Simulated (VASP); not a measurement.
```
GaSb
1.0
    0.00000     3.11100     3.11100
    3.11100     0.00000     3.11100
    3.11100     3.11100     0.00000
Ga Sb
1 1
Cartesian
  0.00000   0.00000   0.00000
  1.55550   1.55550   1.55550
```

The base run (VASP): PBE GGA, plane waves, VASP's PBE PAW potentials (set 64). Run with 400 eV cut-off, 7×7×7 Γ-centred mesh, Gaussian smearing of 0.050 eV, potentials Ga_d Sb.

One setting is varied; ΔE counts from the base run. The base run took about 8 core-seconds. Times come from single runs on busy shared machines, so they are rough: good to a factor of about 2.

Pressures at a finite cut-off, here 400 eV, hold a Pulay part, which wasn't tested here.

```csv
setting,cost over the base run,electronic steps,ΔE (meV/atom),pressure (GPa)
KPOINTS 2×2×2 Monkhorst-Pack mesh,about 1/2,12,78.3,-0.05
KPOINTS 5×5×5 Monkhorst-Pack mesh,within a factor of 2,13,28.3,-0.02
KPOINTS 7×7×7 Monkhorst-Pack mesh,within a factor of 2,13,0.0,-0.22
base run,reference,13,0.0,-0.22
KPOINTS 6×6×6 Monkhorst-Pack mesh,within a factor of 2,13,-6.9,-0.26
```

Left out are runs that failed, have no time on record or changed the cell.

The compound is GaSb in the zinc blende structure. The cell was not relaxed at this level.
